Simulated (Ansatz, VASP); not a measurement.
This is a calculation of Ni2SbTe for VASP 6.6.1.

The input INCAR:

```
PREC = Accurate
ENCUT = 520
EDIFF = 1E-7
ISMEAR = -1
SIGMA = 0.05
LREAL = F
LASPH = T
NELM = 120
ALGO = Normal
ISIF = 2
LWAVE = F
LCHARG = F
ISPIN = 2
MAGMOM = 0 0 1 1
LORBIT = 11
LMAXMIX = 4
GGA = PE
NBANDS = 28
```

The input KPOINTS:

```
Automatic mesh
0
Gamma
  8 8 5
```

POSCAR

```
Ni2SbTe
1.0
    4.0433999432      0.0000000000      0.0000000000
   -2.0216999715      3.5016870684      0.0000000000
    0.0000000000      0.0000000000      5.3055374171
Te Sb Ni
1 1 2
Direct
    0.3333333333      0.6666666667      0.0000000000
    0.6666666667      0.3333333333      0.5000000000
    0.0000000000      0.0000000000      0.2531824000
    0.0000000000      0.0000000000      0.7468176000
```

Potentials or basis: VASP PAW PBE potentials, release 64 (Te, Sb, Ni).

Run with:

```bash
$ cat potpaw_PBE.64/Te/POTCAR potpaw_PBE.64/Sb/POTCAR potpaw_PBE.64/Ni/POTCAR > POTCAR
$ mpirun -np 1 vasp_std > vasp.out
```

Question: Translate it to Ansatz 0.2.0. Potentials there: Ansatz PAW.

Answer: As run (the cutoff follows the program's own potentials):

File input.yaml:

```yaml
crystal:
  lattice:
    - [4.0433999432, 0.0, 0.0]
    - [-2.0216999715, 3.5016870684, 0.0]
    - [0.0, 0.0, 5.3055374171]
  atoms:
    - { symbol: Te, position: [0.3333333333, 0.6666666667, 0.0] }
    - { symbol: Sb, position: [0.6666666667, 0.3333333333, 0.5] }
    - { symbol: Ni, position: [0.0, 0.0, 0.2531824], spin: 1.0 }
    - { symbol: Ni, position: [0.0, 0.0, 0.7468176], spin: 1.0 }
hamiltonian:
  xc: pbe
  pseudopotentials: { kind: paw }
magnetization:
  spin_polarized: true
kpoints:
  mp_grid: { grid: [8, 8, 5] }
scf:
  occupations: { method: fermi_dirac, width: 0.05 }
output:
  forces: true
  stress: true
  eigenvalues: true
```

Potentials or basis: Ansatz PAW.

Launch:

```bash
$ ansatz run input.yaml --threads 2 --pin off --max-ram 5120MiB --backend cpu --events-out ev --progress --plain --runs-dir out
```

Both were run:

|  | VASP | Ansatz | Ansatz less VASP |
| --- | --- | --- | --- |
| gap on the k mesh at the Fermi level (eV) | none | none | - |
| pressure (GPa) | -3.3 | -3.2 | +0.09 |
| largest component of the traceless stress (GPa) | 0.29 | 0.35 | +0.056 |
| rms of the force components (eV/Å) | 0.015 | 0.015 | +0.0001 |
| net moment per atom (μB) | 0.00 | 0.00 | 0.000 |

Atom by atom the forces differ by 0.000 eV/Å (rms over components). A gap of «none» marks a metal or a gap that the smearing closes. The two sets of potentials don't hold the same shells in valence.

Caveats: the starting moments weren't kept (Ansatz). The runs have no spin-orbit coupling, so splittings on Sb, Te are missing.
